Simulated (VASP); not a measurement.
SnO (litharge): computed properties

These are r2SCAN meta-GGA, VASP's PBE PAW potentials (set 64) (plane waves; VASP) values and carry that method's errors.

```yaml
space_group: P4/nmm (129)
cell: a = 3.8097 Å, b = 3.8097 Å, c = 4.9163 Å, α = 90.00°, β = 90.00°, γ = 90.00°
volume_per_atom: 17.84 Å³/atom
band gap (over mesh and band path): 0.30 eV
smallest direct gap (over mesh and band path): 2.33 eV
band_edge_character: indirect, Γ to M
density: 6.27 g/cm³
```

```cif
data_O2Sn2
_chemical_formula_sum 'Sn2 O2'
_space_group_name_H-M_alt 'P 1'
_space_group_IT_number 1
_cell_length_a 3.80969
_cell_length_b 3.80969
_cell_length_c 4.91630
_cell_angle_alpha 90.000
_cell_angle_beta 90.000
_cell_angle_gamma 90.000
loop_
_space_group_symop_operation_xyz
  'x, y, z'
loop_
_atom_site_label
_atom_site_type_symbol
_atom_site_fract_x
_atom_site_fract_y
_atom_site_fract_z
_atom_site_occupancy
Sn1 Sn 0.50000 0.00000 0.76542 1
Sn2 Sn 0.00000 0.50000 0.23458 1
O1 O 0.50000 0.50000 0.00000 1
O2 O 0.00000 0.00000 0.00000 1
```

Measured: gap 0.70 eV (computed value off by -0.40 eV), as given by David Waroquiers et al., Physical Review B (2013), arXiv:1302.6756; a 3.801 Å (computed value off by +0.2 %), c 4.835 Å (computed value off by +1.7 %), as given by Electronic properties of the Sn1−xPbxO alloy and band alignment of the SnO/PbO system: a DFT study, Sci. Rep. (2020). The calculation is for a static lattice, while the measured a, c hold thermal and zero-point effects, which are part of the difference. Unless said otherwise, spin-orbit coupling is left out, though it shifts the bands of the heavy elements here.

The compound is SnO in the litharge structure. It was relaxed first. Symmetry was kept, so distortions that lower it aren't found.
